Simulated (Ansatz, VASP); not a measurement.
# Cross-check of Al6Si11O31 (amorphous 79SiO2-21Al2O3 (mol %)) between VASP and Ansatz

Aim: how closely do two programs agree when they are given the same cell, functional and k mesh? The structure shown is the start of the Ansatz relaxation below; VASP solves that cell, so the two are compared at the walk's first step.

Method: plane waves, with VASP 6.6.1 beside it; single point at PBE, in Ansatz 0.2.0.

### 1. The starting structure

The cell holds 96 atoms: 22 Si, 12 Al and 62 O. Cell: a = 10.999 Å, b = 10.999 Å, c = 10.999 Å, α = 90.0°, β = 90.0°, γ = 90.0°. As first built, before any earlier steps moved the atoms (in the runner's words): 96 atoms (22 Si, 12 Al, 62 O) placed at random at 2.41 g/cm^3, melted at 5000 K for 10 ps at fixed volume with the Morse and Coulomb pair potential with partial charges (Pedone, Malavasi, Menziani, Cormack and Segre, J. Phys. Chem. B 110, 11780 (2006)). Quenched from 5000 K to 300 K at 50 K/ps and fixed volume, held 5 ps, then minimised at fixed cell.

### 2. Ansatz: relaxation, PBE

Ansatz runs on its default PAW (the set named soft_2) files.

The two programs are compared at the cell with which this relaxation starts, whose forces are those of its first step.

Input file input.yaml:

```yaml
crystal:
  lattice:
    - [10.9994, 0.0, 0.0]
    - [0.0, 10.9994, 0.0]
    - [0.0, 0.0, 10.9994]
  atoms:
    - { symbol: Si, position: [0.396, 0.26617, 0.57639] }
    - { symbol: Si, position: [0.39316, 0.6456, 0.44286] }
    - { symbol: Si, position: [0.64945, 0.189, 0.96628] }
    - { symbol: Si, position: [0.95438, 0.99927, 0.60754] }
    - { symbol: Si, position: [0.60964, 0.92194, 0.23873] }
    - { symbol: Si, position: [0.16835, 0.08993, 0.76352] }
    - { symbol: Si, position: [0.85076, 0.23136, 0.49954] }
    - { symbol: Si, position: [0.32095, 0.49192, 0.02558] }
    - { symbol: Si, position: [0.0471, 0.50119, 0.03926] }
    - { symbol: Si, position: [0.76246, 0.37209, 0.74136] }
    - { symbol: Si, position: [0.03558, 0.06911, 0.9975] }
    - { symbol: Si, position: [0.34328, 0.8933, 0.33623] }
    - { symbol: Si, position: [0.1335, 0.29493, 0.44148] }
    - { symbol: Si, position: [0.04896, 0.53925, 0.32532] }
    - { symbol: Si, position: [0.76814, 0.55389, 0.34921] }
    - { symbol: Si, position: [0.66382, 0.76857, 0.4772] }
    - { symbol: Si, position: [0.21021, 0.11222, 0.22598] }
    - { symbol: Si, position: [0.53064, 0.40208, 0.36647] }
    - { symbol: Si, position: [0.42282, 0.77441, 0.78897] }
    - { symbol: Si, position: [0.97614, 0.82759, 0.09517] }
    - { symbol: Si, position: [0.38478, 0.98603, 0.61336] }
    - { symbol: Si, position: [0.94924, 0.58804, 0.78666] }
    - { symbol: Al, position: [0.86424, 0.29037, 0.99052] }
    - { symbol: Al, position: [0.23139, 0.75055, 0.95826] }
    - { symbol: Al, position: [0.69721, 0.2071, 0.2421] }
    - { symbol: Al, position: [0.78123, 0.82773, 0.73714] }
    - { symbol: Al, position: [0.44303, 0.27533, 0.13734] }
    - { symbol: Al, position: [0.02284, 0.81279, 0.38613] }
    - { symbol: Al, position: [0.66696, 0.64411, 0.83062] }
    - { symbol: Al, position: [0.27426, 0.3655, 0.79865] }
[... 60 atom lines left out ...]
    - { symbol: O, position: [0.73347, 0.27632, 0.86256] }
    - { symbol: O, position: [0.94807, 0.96134, 0.03851] }
    - { symbol: O, position: [0.74496, 0.23079, 0.0818] }
    - { symbol: O, position: [0.64889, 0.05885, 0.22596] }
    - { symbol: O, position: [0.31146, 0.63324, 0.56309] }
    - { symbol: O, position: [0.89638, 0.92195, 0.7153] }
kpoints:
  mp_grid: { grid: [1, 1, 1] }
hamiltonian:
  xc: pbe
scf:
  occupations: { method: fermi_dirac, width: 0.025 }
output:
  forces: true
relax:
  f_tol: 0.04
  max_steps: 250
  cell: {}
```

The run is started by

```sh
ansatz run input.yaml --threads 4 --pin off --max-ram 8192MiB --backend cpu --events-out ev --progress --plain --runs-dir out
```

Numbers of over 12 decimals in the logs are rounded to 6 here.

What it wrote:

```text
Engine: ansatz 0.2.0, x86_64-unknown-linux-gnu
Pseudopotentials: kind: paw
Pseudopotential: Si, paw, valence charge 4, recommended cutoff 420 eV (normal), Si.paw.azcp
Pseudopotential: Al, paw, valence charge 3, recommended cutoff 420 eV (normal), Al.paw.azcp
Pseudopotential: O, paw, valence charge 6, recommended cutoff 420 eV (normal), O.paw.azcp
Functional definition: PBE
  parameter kappa = 0.804
  parameter beta = 0.066725
  exchange = pbe_x(kappa = kappa, mu = beta*pi^2/3)
  correlation = pbe_c(beta = beta)
Crystal: 96 atoms, lattice volume = 1330.782 Å³
Basis set: ecut = 420 eV, 25821 PW (Γ), exchange–correlation on 150×150×150 points (8 copies of the dense FFT grid, shifted against one another)
Bands: 344, of which v1, the nominal top of the filled ones, is band 248 counted from 1 (247 counted from 0)
Symmetry: 1 space group operations
Space group: P1 (ITA 1), of the structure as read, at distance tolerance 1.1e-4 Å
k-points: 1
Non-local potential: Si, projectors of the file, l = 0: 2, l = 1: 2, l = 2: 2
Non-local potential: Al, projectors of the file, l = 0: 2, l = 1: 2, l = 2: 1
Non-local potential: O, projectors of the file, l = 0: 2, l = 1: 2, l = 2: 1
PAW form: soft (Blöchl's): semilocal exchange-correlation on the pseudo side does not see the compensation charge
PAW one-centre angular grid: Si, 110 points (default); XC on 64 Gauss nodes
PAW one-centre angular grid: Al, 110 points (default); XC on 64 Gauss nodes
PAW one-centre angular grid: O, 110 points (default); XC on 64 Gauss nodes
Initial density: superposition of atomic densities (neutral atoms: chi_scale 0, normalization atom), corrected by the library's trained network
Initial wavefunctions: pseudopotential atomic-orbital guess
Functional: x = pbe(κ = 0.804, μ = 0.219515), c = pbe(β = 0.066725)
SCF iter   1: F=—  HF=-55723.025227 eV  |F-HF|=—  |Δ(HF+E_count)|=         —  Δρ=2.21e-3  dr2=1.33e-1  ethr=1.77e-3  ⟨swp⟩=6.0  Hψ=1644  notcnv=0  defer=46
preconditioner: auto → Resta (q_TF=auto, 2.314 Å⁻¹)  ε∞=3.0  [insulator: Δε(μ)=3.895 eV  Ē_g=15.925 eV  σ=0.025 eV  W_gap=1.00  n_scr=256 (ndim 8)  ℏωp=22.7 eV  f_vac=0.174  D(μ)=0.00/eV (n_scr^D=0)  ε∞_Penn≈3.0]
SCF iter   2: F=—  HF=-55723.013163 eV  |F-HF|=—  |Δ(HF+E_count)|=   1.21e-2  Δρ=1.13e-3  dr2=3.52e-2  ethr=2.68e-5  ⟨swp⟩=2.0  Hψ=536  notcnv=0  defer=92
SCF iter   3: F=—  HF=-55723.010676 eV  |F-HF|=—  |Δ(HF+E_count)|=   2.49e-3  Δρ=6.30e-4  dr2=7.71e-3  ethr=7.11e-6  ⟨swp⟩=2.0  Hψ=443  notcnv=0  defer=92
SCF iter   4: F=—  HF=-55723.009131 eV  |F-HF|=—  |Δ(HF+E_count)|=   1.55e-3  Δρ=2.05e-4  dr2=7.22e-4  ethr=1.55e-6  ⟨swp⟩=2.0  Hψ=460  notcnv=0  defer=92
SCF iter   5: F=—  HF=-55723.009120 eV  |F-HF|=—  |Δ(HF+E_count)|=   1.07e-5  Δρ=1.14e-4  dr2=1.42e-4  ethr=1.46e-7  ⟨swp⟩=2.0  Hψ=440  notcnv=0  defer=92
SCF iter   6: F=—  HF=-55723.009088 eV  |F-HF|=—  |Δ(HF+E_count)|=   3.17e-5  Δρ=3.37e-5  dr2=1.28e-5  ethr=2.86e-8  ⟨swp⟩=2.0  Hψ=497  notcnv=0  defer=92
SCF iter   7: F=—  HF=-55723.006969 eV  |F-HF|=—  |Δ(HF+E_count)|=   2.12e-3  Δρ=1.20e-5  dr2=1.81e-6  ethr=2.58e-9  ⟨swp⟩=2.0  Hψ=592  notcnv=0  defer=92
SCF iter   8: F=—  HF=-55723.006970 eV  |F-HF|=—  |Δ(HF+E_count)|=   1.28e-6  Δρ=7.31e-6  dr2=5.76e-7  ethr=3.64e-10  ⟨swp⟩=2.0  Hψ=460  notcnv=0  defer=92
SCF iter   9: F=-55723.006970 eV  HF=-55723.006970 eV  |F-HF|=5.59e-9  |Δ(HF+E_count)|=   2.44e-8  Δρ=1.79e-6  dr2=3.76e-8  ethr=2.02e-11  ⟨swp⟩=2.0  Hψ=1056  notcnv=0
SCF 1 converged in 9 iterations: F = -55723.006970 eV  dr2 = 3.76e-8
  greatest PAW one-centre occupation: 0.866 electrons in one spin orbital (limit 2), on the O atom at site 60 (counted from 0), in its partial waves of l = 0
relax step   1: F+E_penalty+E_count = -55723.00696983 eV  Δ(F+E_penalty+E_count) = +0.000e0 eV  max|allowed force component| = 2.066e0 eV/Å  Δτ_max = 0.0000 Å  P = +3.025 GPa  Ω = 1330.782 Å³  (9 SCF iters, dr2 threshold 1.00e-7 eV, accepted)
Crystal: 96 atoms, lattice volume = 1333.977 Å³
Basis set: ecut = 420 eV, 25991 PW (Γ), exchange–correlation on 150×150×150 points (8 copies of the dense FFT grid, shifted against one another)
Initial density: handed on by an earlier stage of this run
Initial wavefunctions: those handed on with the density
iter 1 solved again at ethr=4.19e-5 eV; its pass at ethr=3.10e-3 eV (dr2=2.08e-1 eV) is discarded
SCF iter   1: F=—  HF=-55724.302096 eV  |F-HF|=—  |Δ(HF+E_count)|=         —  Δρ=4.31e-3  dr2=2.10e-1  ethr=4.19e-5  ⟨swp⟩=10.0  Hψ=1656  notcnv=0  defer=1
preconditioner: auto → Resta (q_TF=auto, 2.314 Å⁻¹)  ε∞=3.0  [insulator: Δε(μ)=3.792 eV  Ē_g=15.867 eV  σ=0.025 eV  W_gap=1.00  n_scr=256 (ndim 8)  ℏωp=22.6 eV  f_vac=0.174  D(μ)=0.00/eV (n_scr^D=0)  ε∞_Penn≈3.0]
SCF iter   2: F=—  HF=-55724.249745 eV  |F-HF|=—  |Δ(HF+E_count)|=   5.24e-2  Δρ=2.10e-3  dr2=4.98e-2  ethr=4.19e-5  ⟨swp⟩=3.0  Hψ=582  notcnv=0  defer=92
[...]
atom  92  O      0.00117530     0.00827815     0.00029813
  atom  93  O      0.00718850    -0.00146589     0.00683932
  atom  94  O      0.00465512     0.00250913    -0.00279871
  atom  95  O      0.01166304    -0.00190012    -0.00881982
  atom  96  O      0.00160562    -0.00228490    -0.00366061
  max |Σ_I F_I| component: 1.55e-4 eV/Å
--- Stress (GPa, compression-positive) ---
       -0.004382      -0.008823      -0.001970
       -0.008817      -0.009413      -0.000693
       -0.001971      -0.000696      -0.004952
  P = ⅓ Tr σ = -0.0062 GPa (-0.062 kbar)
--- Relaxed structure (12 steps of the walk, 11 accepted, 2 SCFs on fresh bases) ---
  F+E_penalty+E_count = -55726.69712398 eV   max|allowed force component| = 3.192e-2 eV/Å   (the final SCF, on the basis selected at the relaxed cell)
  cell:  # Å, volume = 1285.3555 Å³
    - [10.742976, -0.096206, 0.132128]
    - [-0.096206, 10.918606, -0.137511]
    - [0.132128, -0.137511, 10.962197]
  atoms:
    - { symbol: Si, position: [0.391292, 0.263987, 0.569012] }
    - { symbol: Si, position: [0.403384, 0.648717, 0.443375] }
    - { symbol: Si, position: [0.644176, 0.191511, 0.975474] }
    - { symbol: Si, position: [0.945680, 0.998821, 0.611692] }
    - { symbol: Si, position: [0.606438, 0.927608, 0.234034] }
    - { symbol: Si, position: [0.161788, 0.080132, 0.757108] }
    - { symbol: Si, position: [0.852237, 0.228871, 0.504295] }
    - { symbol: Si, position: [0.311286, 0.488748, 0.025283] }
    - { symbol: Si, position: [0.041651, 0.505243, 0.025316] }
    - { symbol: Si, position: [0.762967, 0.370252, 0.747722] }
    - { symbol: Si, position: [0.054346, 0.061154, 1.000807] }
    - { symbol: Si, position: [0.346030, 0.884773, 0.337253] }
    - { symbol: Si, position: [0.127165, 0.290514, 0.428254] }
    - { symbol: Si, position: [0.049550, 0.532056, 0.308316] }
    - { symbol: Si, position: [0.772550, 0.565006, 0.342870] }
    - { symbol: Si, position: [0.675889, 0.780695, 0.462659] }
    - { symbol: Si, position: [0.219987, 0.102117, 0.235513] }
    - { symbol: Si, position: [0.543809, 0.413617, 0.382818] }
    - { symbol: Si, position: [0.419905, 0.776081, 0.783578] }
    - { symbol: Si, position: [0.986557, 0.832704, 0.110899] }
    - { symbol: Si, position: [0.383587, 0.985289, 0.610910] }
    - { symbol: Si, position: [0.950535, 0.591005, 0.779111] }
    - { symbol: Al, position: [0.873236, 0.281003, 0.990689] }
    - { symbol: Al, position: [0.255949, 0.763176, 0.969083] }
    - { symbol: Al, position: [0.696950, 0.213805, 0.249712] }
    - { symbol: Al, position: [0.778803, 0.830992, 0.729840] }
    - { symbol: Al, position: [0.438570, 0.285439, 0.153095] }
    - { symbol: Al, position: [-0.022984, 0.783385, 0.401409] }
    - { symbol: Al, position: [0.663650, 0.641589, 0.837700] }
    - { symbol: Al, position: [0.250883, 0.364919, 0.807601] }
    - { symbol: Al, position: [0.727500, 0.692694, 0.095591] }
    - { symbol: Al, position: [0.198604, 0.622742, 0.676850] }
    - { symbol: Al, position: [0.584713, 0.899240, 0.959539] }
    - { symbol: Al, position: [0.479226, 0.476697, 0.769145] }
    - { symbol: O, position: [0.270488, 0.731560, 0.798187] }
    - { symbol: O, position: [0.976313, 0.842902, 0.258084] }
    - { symbol: O, position: [0.987282, 0.182244, 0.954865] }
    - { symbol: O, position: [0.700517, 0.614950, 0.229872] }
    - { symbol: O, position: [0.314322, 0.634063, 0.032856] }
    - { symbol: O, position: [0.675598, 0.477866, 0.421890] }
    - { symbol: O, position: [0.423740, 0.840230, 0.926450] }
    - { symbol: O, position: [0.050913, 0.097696, 0.661597] }
    - { symbol: O, position: [0.020227, 0.598277, 0.911687] }
    - { symbol: O, position: [0.080286, 0.556289, 0.161443] }
    - { symbol: O, position: [0.250587, -0.016388, 0.679830] }
    - { symbol: O, position: [0.804774, 0.693155, 0.429086] }
    - { symbol: O, position: [0.459168, 0.880084, 0.685877] }
    - { symbol: O, position: [0.500783, 0.644234, 0.769524] }
    - { symbol: O, position: [0.544723, 0.704617, 0.468233] }
    - { symbol: O, position: [0.127616, 0.809612, 0.051711] }
    - { symbol: O, position: [0.850643, 0.085067, 0.537499] }
    - { symbol: O, position: [0.706056, 0.838718, 0.592005] }
    - { symbol: O, position: [0.128505, 0.00359422, 0.880376] }
    - { symbol: O, position: [0.402734, 0.360097, 0.686347] }
    - { symbol: O, position: [0.382885, 0.438536, 0.895872] }
    - { symbol: O, position: [0.653268, 0.605684, 0.985926] }
    - { symbol: O, position: [0.171469, 0.428951, -0.020906] }
    - { symbol: O, position: [0.900029, 0.491793, 0.317047] }
[...]
- { symbol: O, position: [0.134469, 0.420447, 0.356337] }
    - { symbol: O, position: [0.657533, 0.813301, 0.842148] }
    - { symbol: O, position: [0.744168, 0.273876, 0.871075] }
    - { symbol: O, position: [0.949936, 0.968050, 0.057248] }
    - { symbol: O, position: [0.748493, 0.224131, 0.087122] }
    - { symbol: O, position: [0.631852, 0.070986, 0.226213] }
    - { symbol: O, position: [0.322607, 0.640458, 0.569464] }
    - { symbol: O, position: [0.885566, 0.946243, 0.738046] }
```

The column dr2 measures how far the density is from self-consistency, as an energy; F and HF (Harris–Foulkes) agree once it is small.

### 3. VASP: single point, PBE, start cell

The same cell, functional, mesh and smearing now go to VASP, with its own data sets.

Lines of VASP's logs that name or quote its potential files are left out, and so is its time.

Input file INCAR:

```
SYSTEM = Al6Si11O31
PREC = Accurate
ENCUT = 520
EDIFF = 1E-06
NELM = 120
ISMEAR = -1
SIGMA = 0.025
LREAL = Auto
ALGO = Normal
GGA = PE
NBANDS = 320
LORBIT = 11
LWAVE = .FALSE.
LCHARG = .FALSE.
ISIF = 2
LASPH = .TRUE.
GGA_COMPAT = .FALSE.
EFERMI = MIDGAP
NCORE = 2
```

Input file POSCAR:

```
Al6Si11O31
1.0
   10.9994000000      0.0000000000      0.0000000000
    0.0000000000     10.9994000000      0.0000000000
    0.0000000000      0.0000000000     10.9994000000
Si Al O
22 12 62
Direct
    0.3960034184      0.2661690638      0.5763859847
    0.3931578086      0.6455988508      0.4428605197
    0.6494536066      0.1890012182      0.9662799789
    0.9543793298      0.9992726876      0.6075422296
    0.6096423441      0.9219411968      0.2387312035
    0.1683455461      0.0899321781      0.7635234649
    0.8507554958      0.2313580741      0.4995363383
    0.3209538702      0.4919177410      0.0255832136
    0.0471025692      0.5011909741      0.0392566867
    0.7624597705      0.3720930233      0.7413586196
    0.0355837591      0.0691128607      0.9974998636
    0.3432823609      0.8933032711      0.3362274306
    0.1334981908      0.2949342691      0.4414786261
    0.0489572158      0.5392475953      0.3253177446
    0.7681418986      0.5538938488      0.3492099569
    0.6638180264      0.7685691947      0.4771987563
    0.2102114661      0.1122243031      0.2259759623
    0.5306380348      0.4020764769      0.3664745350
    0.4228230631      0.7744058767      0.7889703075
    0.9761441533      0.8275905959      0.0951688274
    0.3847755332      0.9860265105      0.6133607288
    0.9492426860      0.5880411659      0.7866610906
    0.8642380493      0.2903703838      0.9905176646
    0.2313944397      0.7505500300      0.9582613597
    0.6972107570      0.2071022056      0.2421041148
    0.7812335218      0.8277269669      0.7371402076
    0.4430332564      0.2753332000      0.1373438551
    0.0228376093      0.8127897885      0.3861301526
    0.6669636526      0.6441078604      0.8306180337
    0.2742604142      0.3655017546      0.7986526538
[... 60 atom lines left out ...]
    0.7334672800      0.2763241631      0.8625561394
    0.9480698947      0.9613433460      0.0385111915
    0.7449588159      0.2307944070      0.0818044621
    0.6488899395      0.0588486645      0.2259577795
    0.3114624434      0.6332436315      0.5630943506
    0.8963761660      0.9219502882      0.7153026529
```

Input file KPOINTS:

```
Automatic mesh
0
Gamma
1 1 1
0 0 0
```

The projector-augmented-wave data sets are Si, Al and O (PBE family, release 64).

The run is started by

```sh
mpirun -np 8 vasp_gam
```

What it wrote:

```text
[banner, memory and clock lines left out]
running    8 mpi-ranks, on    1 nodes
[...]
LDA part: xc-table for (Slater+PW92), standard interpolation
 POSCAR, INCAR and KPOINTS ok, starting setup
[...]
entering main loop
       N       E                     dE             d eps       ncg     rms          rms(c)
DAV:   1     0.439219028735E+04    0.43922E+04   -0.28930E+05   656   0.150E+03
DAV:   2    -0.444988112286E+03   -0.48372E+04   -0.46761E+04   792   0.364E+02
DAV:   3    -0.835061962566E+03   -0.39007E+03   -0.38744E+03   768   0.110E+02
DAV:   4    -0.842690700773E+03   -0.76287E+01   -0.75989E+01   752   0.167E+01
[...]
DAV:  17    -0.730688150861E+03    0.65425E-06   -0.18072E-04   792   0.396E-02    0.238E-02
DAV:  18    -0.730688147988E+03    0.28730E-05   -0.77263E-05   760   0.220E-02    0.133E-02
DAV:  19    -0.730688147089E+03    0.89820E-06   -0.86064E-06   768   0.805E-03
   1 F= -.73068815E+03 E0= -.73068815E+03  d E =0.000000E+00
```

Parts of OUTCAR (step 3):

```text
  Total       22.5008474     33.2786208     21.7592112     -2.8442657     -8.5219792      1.8344544
  in kB       27.0895924     40.0653475     26.1967094     -3.4243154    -10.2599222      2.2085666
  external PRESSURE =      31.1172164 kB  Pullay stress =       0.0000000 kB

 POSITION                                       TOTAL-FORCE (eV/Angst)
 -----------------------------------------------------------------------------------
      4.35580      2.92770      6.33990        -1.417183     -0.538555     -0.598029
      4.32450      7.10120      4.87120         2.065300      0.930596      0.393599
      7.14360      2.07890     10.62850         0.507319      0.584963      0.345347
     10.49760     10.99140      6.68260         0.553163      0.152032     -0.030225
      6.70570     10.14080      2.62590        -0.396063     -0.857497      1.235027
      1.85170      0.98920      8.39830         0.085100      0.498787     -0.112987
[...]
10.80740      9.21610      2.65270         0.102616      0.635352      0.086490
     10.54620      1.98910     10.43140         0.052797     -0.217284     -0.673277
      7.96850      6.74520      2.47170        -0.437039     -0.298512     -0.311822
      3.35840      6.96400      0.26110         0.718477      1.445803      0.857823
      7.28020      5.06620      4.26270         0.359332     -1.108075      0.775807
      4.89620      9.25410     10.09820        -0.249260      0.360261      1.147851
      0.62060      0.94220      7.37600        -0.417168      0.574190     -0.555635
[...]
-----------------------------------------------------------------------------------
    total drift:                               -0.012267     -0.034351      0.009365

  FREE ENERGIE OF THE ION-ELECTRON SYSTEM (eV)
  ---------------------------------------------------
  free  energy   TOTEN  =      -730.6881470893 eV

  energy  without entropy=     -730.6881470893  energy(sigma->0) =     -730.68814709

[... 3 further parts left out ...]
[key lines of the parts left out:]
E-fermi :   3.2860
```

The run ends at a pressure of 3.11 GPa, with forces up to 2.5 eV/Å.

### 4. Side by side

Known differences besides the potentials themselves: the cutoff is 420 eV in Ansatz and 520 eV in VASP (PREC = Accurate, projectors in real space). Total energies have different zeros and are not compared.

Forces on 10 of the 96 atoms, those with the largest forces and the largest differences (eV/Å; atoms numbered as in POSCAR):

| atom | Ansatz x, y, z | VASP x, y, z |
| --- | --- | --- |
| Si2 | 2.067, 0.948, 0.421 | 2.065, 0.931, 0.394 |
| Si8 | -1.788, -0.026, -0.800 | -1.769, -0.029, -0.808 |
| Si12 | 1.552, 0.381, 1.225 | 1.529, 0.380, 1.221 |
| Si15 | -0.664, 1.793, -0.970 | -0.658, 1.739, -0.938 |
| Si16 | -1.268, -1.326, -1.689 | -1.275, -1.301, -1.689 |
| O39 | 0.720, 1.410, 0.865 | 0.718, 1.446, 0.858 |
| O61 | 0.933, -0.295, 1.548 | 0.961, -0.331, 1.587 |
| O71 | 0.303, -1.233, -0.697 | 0.290, -1.314, -0.702 |
| O79 | -0.061, 0.861, -1.058 | -0.008, 0.885, -1.101 |
| O86 | -1.431, 0.869, -0.048 | -1.507, 0.906, -0.008 |

The forces differ by 21 meV/Å r.m.s., which is 3.2 % of the r.m.s. force of 0.639 eV/Å (both taken over all components).

### 5. Further runs

Further runs change the set-up of one program: Ansatz's method, potentials or start, or VASP's data sets, cutoff or form of LDA. The table gives that difference for each run.

| run | r.m.s. force difference (meV/Å) |
| --- | --- |
| as above | 21 |
| VASP with a cutoff of 600 eV (perhaps on Ansatz's relaxed cell) | 21 |

### 6. Outcome

```json
{
 "r.m.s. force difference (single point, PBE, start cell)": "3.2 % of the r.m.s. force"
}
```

What this shows: The r.m.s. force difference is 3.2 % of the r.m.s. force (single point, PBE, start cell), beyond the 3 % picked in this series as the mark of a large difference. Such differences can come from data sets, numerical settings and the points named under the comparisons, not from the functional's error against experiment.

[Lines on the potential files, build, host, timing and source positions are cut from VASP's logs without a mark.]

[Logs are printed without paths, hosts, clocks, repeated set-up lines and the standing remarks that a program may print on its own settings, such as how far it seeks lower states.]

[Hosts, paths, dates, database ids (printed as entryN), source tags and the programs' standing remarks are cut or masked in the printed files.]

[Rows of further runs with another cutoff or data set may stand on the cell that Ansatz relaxed, not on the start cell of the pair above them.]
